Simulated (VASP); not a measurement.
Given:

```yaml
crystal:
  lattice:
    - [4.03216, 0.00000, 0.00000]
    - [0.00000, 4.03216, 0.00000]
    - [0.00000, 0.00000, 5.04373]
  atoms:
    - { symbol: Pb, position: [0.50000, 0.00000, 0.76402] }
    - { symbol: Pb, position: [0.00000, 0.50000, 0.23598] }
    - { symbol: O, position: [0.50000, 0.50000, 0.00000] }
    - { symbol: O, position: [0.00000, 0.00000, 0.00000] }
```

All values below come from rev-vdW-DF2, VASP's PBE PAW potentials (set 64) (plane waves; VASP). Settings: 520 eV cut-off, Gaussian smearing of 0.050 eV, potentials Pb_d O.

Unless said otherwise, spin-orbit coupling is left out, though it shifts the bands of the heavy elements here.

### Question
Give the energies of bands 14 to 23 at the high-symmetry points, in eV from the valence-band maximum.

### Answer

```tsv
band	Γ	X	M	Z	R	A
14	-6.58	-7.10	-8.03	-4.44	-7.18	-7.95
15	-4.00	-2.94	-3.15	-3.85	-3.43	-3.59
16	-4.00	-2.94	-3.15	-3.85	-3.43	-3.59
17	-1.51	-2.78	-1.56	-1.55	-2.75	-2.13
18	-1.49	-2.78	-1.56	-1.52	-2.75	-2.13
19	-1.49	-1.49	-0.88	-1.52	-0.87	-0.88
20	-0.02	-1.49	-0.88	-0.75	-0.87	-0.88
21	2.33	3.37	1.31	1.89	3.08	3.54
22	5.42	3.37	1.31	4.00	3.08	3.54
23	5.57	6.44	5.28	4.00	6.21	4.71
```

The gap is indirect, 1.31 eV, from the valence maximum at Γ-X at 0.22 to the conduction minimum at M.

The compound is PbO in the litharge structure. It was relaxed first.
